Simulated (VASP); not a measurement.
Take NaH (rock salt), against free atoms with fixed spin and no zero-point term, in VASP with PAW potentials, and its cohesive energy.

**Question.** One run gives 2.00 eV/atom. Which level is it?
A) r2SCAN
B) HSE06
C) LDA
D) PBE

**Answer.** A, r2SCAN.  The others give 1.87 (PBE), 2.16 (LDA), 1.88 (HSE06).

Only levels that ran to the end are used. Left out are those held back, those with too coarse a band path, GW runs whose mesh misses a band edge, hybrids' fits of cells that aren't cubic and levels without matching references; a question may draw on a part of the rest.
